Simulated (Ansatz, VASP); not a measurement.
# Cross-check of Sb (antimonene 3 layers, AB) between VASP and Ansatz, part 2 of 2

One calculation is typed for both programs; each brings its own data sets. How far apart do they land? Of the first pair: The structure shown is the start of the Ansatz relaxation below; VASP solves that cell, so the two are compared at the walk's first step.

VASP 6.6.1 and Ansatz 0.2.0.

So far: Starting point; Ansatz: relaxation, PBE with D3(BJ).

### Step 3. VASP: single point, PBE with D3(BJ), start cell, pair 1

Level of this step: PBE with D3(BJ); plane waves and PAW (Sb) (VASP).

The same cell, functional, mesh and smearing now go to VASP, with its own data sets.

Lines of VASP's logs that name or quote its potential files are left out, and so is its time.

The input, INCAR:

```
SYSTEM = Sb
PREC = Accurate
ENCUT = 400
EDIFF = 1E-06
NELM = 120
ISMEAR = -1
SIGMA = 0.05
LREAL = .FALSE.
ALGO = Normal
GGA = PE
IVDW = 12
NBANDS = 21
LORBIT = 11
LWAVE = .FALSE.
LCHARG = .FALSE.
ISIF = 2
LDIPOL = .TRUE.
IDIPOL = 3
DIPOL = 0.5 0.5 0.317
LVHAR = .TRUE.
LASPH = .TRUE.
GGA_COMPAT = .FALSE.
NELMDL = -8
KPAR = 2
```

The input, POSCAR:

```
Sb
1.0
    4.1200000000      0.0000000000      0.0000000000
   -2.0600000000      3.5680250000      0.0000000000
    0.0000000000      0.0000000000     45.7000000000
Sb
6
Direct
    0.6666667134      0.3333334268      0.1969365427
    0.3333333801      0.6666667601      0.2330415755
    0.0000000467      0.0000000935      0.2986870897
    0.6666667134      0.3333334268      0.3347921225
    0.6666667134      0.3333334268      0.4004376368
    0.3333333801      0.6666667601      0.4365426696
```

The input, KPOINTS:

```
Automatic mesh
0
Gamma
12 12 1
0 0 0
```

PAW data sets: Sb (PBE family, release 64).

Run with:

```
mpirun -np 2 vasp_std
```

Numbers of over 12 decimals in the logs are rounded to 6 here.

Output:

```text
[banner, memory and clock lines left out]
running    2 mpi-ranks, on    1 nodes
 distrk:  each k-point on    1 cores,    2 groups
 distr:  one band on    1 cores,    1 groups

 POSCAR found type information on POSCAR Sb
 POSCAR found :  1 types and       6 ions
 LDA part: xc-table for (Slater+PW92), standard interpolation
 POSCAR, INCAR and KPOINTS ok, starting setup
 FFT: planning ... GRIDC
 FFT: planning ... GRID_SOFT
 FFT: planning ... GRID
 WAVECAR not read
 entering main loop
       N       E                     dE             d eps       ncg     rms          rms(c)
DAV:   1     0.173573999881E+03    0.17357E+03   -0.71331E+03   806   0.772E+02
DAV:   2    -0.425766259740E+01   -0.17783E+03   -0.17227E+03  1172   0.148E+02
DAV:   3    -0.233469861736E+02   -0.19089E+02   -0.18859E+02   946   0.551E+01
DAV:   4    -0.240231408202E+02   -0.67615E+00   -0.67379E+00  1194   0.125E+01
DAV:   5    -0.240393031770E+02   -0.16162E-01   -0.16153E-01  1218   0.218E+00
DAV:   6    -0.240395532585E+02   -0.25008E-03   -0.24998E-03  1247   0.232E-01
DAV:   7    -0.240395624650E+02   -0.92065E-05   -0.92031E-05  1189   0.425E-02
DAV:   8    -0.240395628370E+02   -0.37200E-06   -0.37173E-06  1167   0.596E-03    0.510E+00
DAV:   9    -0.239880685237E+02    0.51494E-01   -0.12217E-01  1111   0.248E+00    0.315E+00
DAV:  10    -0.244903587008E+02   -0.50229E+00   -0.20711E+00  1194   0.102E+01    0.162E+00
DAV:  11    -0.239204394444E+02    0.56992E+00   -0.24348E+00  1292   0.823E+00    0.283E-01
DAV:  12    -0.239447274892E+02   -0.24288E-01   -0.28392E-01   941   0.177E+00    0.299E-01
DAV:  13    -0.239424300858E+02    0.22974E-02   -0.11706E-02  1061   0.561E-01    0.226E-01
DAV:  14    -0.239419685788E+02    0.46151E-03   -0.23069E-03  1095   0.222E-01    0.157E-01
[...]
DAV:  24    -0.239412015228E+02   -0.21717E-04   -0.29252E-06   802   0.821E-03    0.507E-03
DAV:  25    -0.239412148070E+02   -0.13284E-04   -0.13414E-06   698   0.512E-03    0.244E-03
DAV:  26    -0.239412265849E+02   -0.11778E-04   -0.53272E-07   680   0.398E-03    0.248E-03
DAV:  27    -0.239412380975E+02   -0.11513E-04   -0.38208E-07   687   0.278E-03    0.193E-03
DAV:  28    -0.239412433916E+02   -0.52942E-05   -0.20020E-07   559   0.177E-03    0.118E-03
DAV:  29    -0.239412464539E+02   -0.30623E-05   -0.74986E-08   515   0.139E-03    0.103E-03
DAV:  30    -0.239412478293E+02   -0.13754E-05   -0.48960E-08   482   0.105E-03    0.148E-03
DAV:  31    -0.239412483460E+02   -0.51673E-06   -0.15066E-08   429   0.833E-04
   1 F= -.26013843E+02 E0= -.26005222E+02  d E =-.172416E-01
```

From OUTCAR (step 3):

```text
ion  position               nearest neighbor table
   1  0.667  0.333  0.197-   2 2.89   2 2.89   2 2.89
   2  0.333  0.667  0.233-   1 2.89   1 2.89   1 2.89
   3  0.000  0.000  0.299-   4 2.89   4 2.89   4 2.89
   4  0.667  0.333  0.335-   3 2.89   3 2.89   3 2.89   5 3.00
   5  0.667  0.333  0.400-   6 2.89   6 2.89   6 2.89   4 3.00
   6  0.333  0.667  0.437-   5 2.89   5 2.89   5 2.89

  LATTYP: Found a hexagonal cell.
 ALAT       =     4.1200000000
 C/A-ratio  =    11.0922330097

 Subroutine GETGRP returns: Found  6 space group operations
 (whereof  6 operations were pure point group operations)

The static configuration has the point symmetry C_3v.

 Found     19 irreducible k-points:

   k-points           NKPTS =     19   k-points in BZ     NKDIM =     19   number of bands    NBANDS=     21

   dimension x,y,z NGX =    28 NGY =   28 NGZ =  300
   dimension x,y,z NGXF=    56 NGYF=   56 NGZF=  600

   ENCUT  =  400.0 eV  29.40 Ry    5.42 a.u.   6.72  6.72 74.53*2*pi/ulx,y,z

   NELECT =      30.0000    total number of electrons

 k-points in reciprocal lattice and weights: Automatic mesh
   0.00000000  0.00000000  0.00000000       0.007
   0.08333333  0.00000000  0.00000000       0.042
   0.16666667  0.00000000  0.00000000       0.042
   0.25000000 -0.00000000  0.00000000       0.042
   0.33333333 -0.00000000  0.00000000       0.042
   0.41666667 -0.00000000  0.00000000       0.042
   0.50000000 -0.00000000  0.00000000       0.021
   0.08333333  0.08333333  0.00000000       0.042
   0.16666667  0.08333333  0.00000000       0.083
[...]
0.33333333  0.25000000  0.00000000       0.083
   0.33333333  0.33333333  0.00000000       0.014

 dipolmoment           0.000000      0.000000     -0.015002 electrons x Angstroem

 average (electrostatic) potential at core
       1 -93.9264       2 -93.9839       3 -94.1043       4 -94.0688       5 -94.1249
       6 -94.0908

 E-fermi :  -0.8060

 k-point     1 :       0.0000    0.0000    0.0000
  band No.  band energies     occupation
    ...
     11      -1.7136      2.00000
     12      -1.7136      2.00000
     13      -1.6356      2.00000
     14      -1.6356      2.00000
     15      -0.8290      1.22646
     16      -0.3601      0.00027
     17       0.5735      0.00000
     18       0.5735      0.00000
     19       0.6573      0.00000
     20       0.7927      0.00000
    ...

 k-point     2 :       0.0833    0.0000    0.0000
  band No.  band energies     occupation
    ...
     10      -2.3808      2.00000
     11      -2.2153      2.00000
     12      -1.9009      2.00000
     13      -1.8294      2.00000
     14      -1.7790      2.00000
     15      -0.5734      0.01891
     16       0.1576      0.00000
     17       0.2834      0.00000
     18       0.6938      0.00000
     19       0.7692      0.00000
    ...

 k-point     3 :       0.1667    0.0000    0.0000
  band No.  band energies     occupation
    ...
     11      -2.5886      2.00000
     12      -2.2934      2.00000
     13      -2.1269      2.00000
     14      -1.9327      2.00000
     15      -0.8077      1.01701
     16      -0.2668      0.00004
     17       0.1460      0.00000
     18       0.6177      0.00000
     19       0.8963      0.00000
     20       1.4335      0.00000
    ...

 Edisp (eV)   -2.07259

  Total      -0.24540    -0.24540     1.66682     0.00000     0.00000     0.00000
  in kB      -0.58525    -0.58525     3.97518     0.00000     0.00000     0.00000
  external pressure =        0.93 kB  Pullay stress =        0.00 kB

  energy-cutoff  :      400.00
  volume of cell :      671.80
      direct lattice vectors                 reciprocal lattice vectors
     4.120000000  0.000000000  0.000000000     0.242718447  0.140133547  0.000000000
    -2.060000000  3.568025000  0.000000000     0.000000000  0.280267095  0.000000000
     0.000000000  0.000000000 45.700000000     0.000000000  0.000000000  0.021881838

 POSITION                                       TOTAL-FORCE (eV/Angst)
 -----------------------------------------------------------------------------------
      2.06000      1.18934      9.00000         0.000000     -0.000000      0.179756
      0.00000      2.37868     10.65000         0.000000      0.000000      0.123610
     -0.00000      0.00000     13.65000        -0.000000     -0.000000     -0.316220
      2.06000      1.18934     15.30000        -0.000000     -0.000000     -0.902633
      2.06000      1.18934     18.30000         0.000000     -0.000000      0.841647
      0.00000      2.37868     19.95000         0.000000      0.000000      0.073839
 -----------------------------------------------------------------------------------
    total drift:                               -0.000000     -0.000349     -0.000028

  FREE ENERGIE OF THE ION-ELECTRON SYSTEM (eV)
  ---------------------------------------------------
  free  energy   TOTEN  =       -26.0138426474 eV

  energy  without entropy=      -25.9966010846  energy(sigma->0) =      -26.00522187

 vacuum level on the upper side and lower side of the slab         2.976         3.160

 total charge
# of ion       s       p       d       tot
------------------------------------------
    1        1.214   1.157   0.026   2.397
    2        1.214   1.148   0.030   2.392
    3        1.225   1.131   0.031   2.387
    4        1.229   1.166   0.033   2.428
    5        1.228   1.165   0.033   2.426
    6        1.218   1.147   0.027   2.392
--------------------------------------------------
tot          7.328   6.915   0.180  14.422

[... 3 further parts left out ...]
```

### Step 4. Comparison

Known differences besides the potentials themselves: Ansatz cuts the interaction across the vacuum, VASP repeats the sheet with a dipole correction; the data sets hold 90 valence electrons in Ansatz (on its default PAW (the set named soft_2) files) and 30 in VASP; the cutoff is 420 eV in Ansatz and 400 eV in VASP. Total energies have different zeros and are not compared.

Forces (eV/Å; atoms numbered as in POSCAR):

```csv
atom,"Ansatz x, y, z","VASP x, y, z"
Sb1,"0.000, 0.000, 0.244","0.000, 0.000, 0.180"
Sb2,"0.000, 0.000, 0.053","0.000, 0.000, 0.124"
Sb3,"0.000, 0.000, -0.261","0.000, 0.000, -0.316"
Sb4,"0.000, 0.000, -0.964","0.000, 0.000, -0.903"
Sb5,"0.000, 0.000, 0.909","0.000, 0.000, 0.842"
Sb6,"0.000, 0.000, 0.020","0.000, 0.000, 0.074"
```

The forces differ by 36 meV/Å r.m.s., which is 11.8 % of the r.m.s. force of 0.305 eV/Å (both taken over all components). With vacuum in the cell, a pressure given here is an average over mostly empty space and none of the material.

### Step 5. Further runs

Further runs change the set-up of one program: Ansatz's method, potentials or start, or VASP's data sets, cutoff or form of LDA. The table gives that difference for each run.

```csv
run,r.m.s. force difference (meV/Å)
as above,36
VASP with the data sets Sb_d_GW,1.3
```

### Step 6. Ansatz: relaxation, PBE with D3(BJ)

This run makes the geometry at which the two programs are then compared.

The structure compared here is the end of the Ansatz relaxation.

The input, input.yaml:

```yaml
crystal:
  lattice:
    - [4.12, 0.0, 0.0]
    - [-2.06, 3.5680246636, 0.0]
    - [0.0, 0.0, 28.95]
  atoms:
    - { symbol: Sb, position: [0.6666666667, 0.3333333333, 0.310880829] }
    - { symbol: Sb, position: [0.3333333333, 0.6666666667, 0.3678756477] }
    - { symbol: Sb, position: [0.0, 0.0, 0.4715025907] }
    - { symbol: Sb, position: [0.6666666667, 0.3333333333, 0.5284974093] }
    - { symbol: Sb, position: [0.6666666667, 0.3333333333, 0.6321243523] }
    - { symbol: Sb, position: [0.3333333333, 0.6666666667, 0.689119171] }
  periodic: [true, true, false]
kpoints:
  mp_grid: { grid: [12, 12, 1] }
hamiltonian:
  xc: pbe
  dispersion: d3bj
scf:
  occupations: { method: fermi_dirac, width: 0.05 }
  convergence: { dr2_threshold: 1.0e-09 }
relax:
  f_tol: 0.004
  max_steps: 90
  cell: {}
output:
  write_potential: true
  write_density: true
  volumetric_format: npy
```

Run with:

```
ansatz run input.yaml --threads 4 --pin off --max-ram 6144MiB --backend cpu --events-out ev --progress --plain --runs-dir out
```

Output:

```text
[...]
Crystal: 6 atoms, lattice volume = 671.802 Å³
[...]
Crystal: 6 atoms, lattice volume = 680.418 Å³
Basis set: ecut = 420 eV, 13131 PW (Γ), exchange–correlation on 60×60×640 points (8 copies of the dense FFT grid, shifted against one another)
[...]
- [4.146337, 9.746801142216016e-19, 0]
    - [-2.073169, 3.590834, 0]
    - [0, 0, 45.700000]
  atoms:
    - { symbol: Sb, position: [0.666667, 0.333333, 0.202574] }
    - { symbol: Sb, position: [0.333333, 0.666667, 0.237702] }
    - { symbol: Sb, position: [4.824256156706748e-17, 4.317533984671338e-17, 0.288847] }
    - { symbol: Sb, position: [0.666667, 0.333333, 0.324034] }
    - { symbol: Sb, position: [0.666667, 0.333333, 0.405890] }
    - { symbol: Sb, position: [0.333333, 0.666667, 0.441391] }
[key lines of the parts left out:]
SCF converged after 6 iterations
Free energy (F): -38908.531396 eV
Fermi energy:    -3.916758 eV
P = ½ c Tr σ = 0.0078 N/m
```

### Step 7. VASP: single point, PBE with D3(BJ), relaxed cell, pair 2

The same cell, functional, mesh and smearing now go to VASP, with its own data sets.

INCAR, as its differences from that of step 3:

```diff
@@ -18,3 +18,3 @@
 IDIPOL = 3
-DIPOL = 0.5 0.5 0.317
+DIPOL = 0.5 0.5 0.316
 LVHAR = .TRUE.
```

The input, POSCAR:

```
Sb
1.0
    4.1463374140      0.0000000000      0.0000000000
   -2.0731687070      3.5908335332      0.0000000000
    0.0000000000      0.0000000000     45.7000000018
Sb
6
Direct
    0.6666666667      0.3333333333      0.2025741480
    0.3333333334      0.6666666666      0.2377018853
    0.0000000000      1.0000000000      0.2888471730
    0.6666666667      0.3333333333      0.3240344018
    0.6666666667      0.3333333333      0.4058895022
    0.3333333334      0.6666666666      0.4413905265
```

KPOINTS is that of step 3.

Run with:

```
mpirun -np 2 vasp_std
```

Output:

```text
[... set-up lines as in an earlier step ...]
 entering main loop
       N       E                     dE             d eps       ncg     rms          rms(c)
DAV:   1     0.178778125046E+03    0.17878E+03   -0.71603E+03   798   0.774E+02
DAV:   2    -0.371360188739E+01   -0.18249E+03   -0.17703E+03  1174   0.150E+02
DAV:   3    -0.236911635052E+02   -0.19978E+02   -0.19793E+02   938   0.568E+01
DAV:   4    -0.243956571275E+02   -0.70449E+00   -0.70175E+00  1179   0.128E+01
[...]
DAV:  24    -0.243275354730E+02   -0.39336E-05   -0.57359E-08   530   0.766E-04    0.610E-04
DAV:  25    -0.243275384015E+02   -0.29285E-05   -0.57935E-08   546   0.728E-04    0.157E-04
DAV:  26    -0.243275388881E+02   -0.48657E-06   -0.72297E-09   479   0.319E-04
   1 F= -.26395143E+02 E0= -.26390263E+02  d E =-.975882E-02
```

Parts of OUTCAR (step 7):

```text
 Edisp (eV)   -2.06760

  Total       0.09546     0.09546     0.24636     0.00000     0.00000     0.00000
  in kB       0.22479     0.22479     0.58010     0.00000     0.00000     0.00000
  external pressure =        0.34 kB  Pullay stress =        0.00 kB

 POSITION                                       TOTAL-FORCE (eV/Angst)
 -----------------------------------------------------------------------------------
      2.07317      1.19694      9.25764        -0.000000     -0.000000     -0.060875
      0.00000      2.39389     10.86298         0.000000     -0.000000      0.074219
      0.00000      0.00000     13.20032         0.000000     -0.000000     -0.071004
      2.07317      1.19694     14.80837         0.000000     -0.000000      0.064595
      2.07317      1.19694     18.54915        -0.000000      0.000000     -0.085195
      0.00000      2.39389     20.17155        -0.000000     -0.000000      0.078261
 -----------------------------------------------------------------------------------
    total drift:                               -0.000000      0.000000     -0.000095

  FREE ENERGIE OF THE ION-ELECTRON SYSTEM (eV)
  ---------------------------------------------------
  free  energy   TOTEN  =       -26.3951425921 eV

  energy  without entropy=      -26.3853837705  energy(sigma->0) =      -26.39026318

[... 1 part as in an earlier step ...]

[... 2 further parts left out ...]
[key lines of the parts left out:]
E-fermi :  -0.8907
```

### Step 8. Comparison

What differs besides the data sets and the points named for the pairs above, as far as they apply: the data sets hold 90 valence electrons in Ansatz (on its default PAW (the set named soft_2) files) and 30 in VASP. Total energies have different zeros and are not compared.

Forces (eV/Å; atoms numbered as in POSCAR):

```csv
atom,"Ansatz x, y, z","VASP x, y, z"
Sb1,"0.000, 0.000, -0.001","0.000, 0.000, -0.061"
Sb2,"0.000, 0.000, 0.002","0.000, 0.000, 0.074"
Sb3,"0.000, 0.000, -0.001","0.000, 0.000, -0.071"
Sb4,"0.000, 0.000, 0.000","0.000, 0.000, 0.065"
Sb5,"0.000, 0.000, -0.002","0.000, 0.000, -0.085"
Sb6,"0.000, 0.000, 0.002","0.000, 0.000, 0.078"
```

The forces differ by 41 meV/Å r.m.s., where the r.m.s. force is 0.001 eV/Å in Ansatz and 0.042 eV/Å in VASP: the atoms lie near their places of rest in Ansatz, so a percentage would say little (all taken over all components). With vacuum in the cell, a pressure given here is an average over mostly empty space and none of the material.

### Step 9. What came out

* r.m.s. force difference (single point, PBE with D3(BJ), start cell, pair 1): 12 % of the r.m.s. force
* r.m.s. force difference (single point, PBE with D3(BJ), relaxed cell, pair 2): 41 meV/Å

**Reading.** The r.m.s. force difference is 12 % of the r.m.s. force (single point, PBE with D3(BJ), start cell, pair 1), beyond the 3 % picked in this series as the mark of a large difference. The data sets hold unlike numbers of valence electrons (90 in Ansatz and 30 in VASP), so part of the differences comes from the potentials. Single point, PBE with D3(BJ), start cell, pair 1, VASP with the data sets Sb_d_GW: r.m.s. force difference goes from 36 to 1.3 meV/Å. What causes the difference of the single point, PBE with D3(BJ), relaxed cell, pair 2 pair stays open here. Such differences can come from data sets, numerical settings and the points named under the comparisons, not from the functional's error against experiment.

[Lines on the potential files, build, host, timing and source positions are cut from VASP's logs without a mark.]

[Logs are printed without paths, hosts, clocks, repeated set-up lines and the standing remarks that a program may print on its own settings, such as how far it seeks lower states.]

[Hosts, paths, dates, database ids (printed as entryN), source tags and the programs' standing remarks are cut or masked in the printed files.]
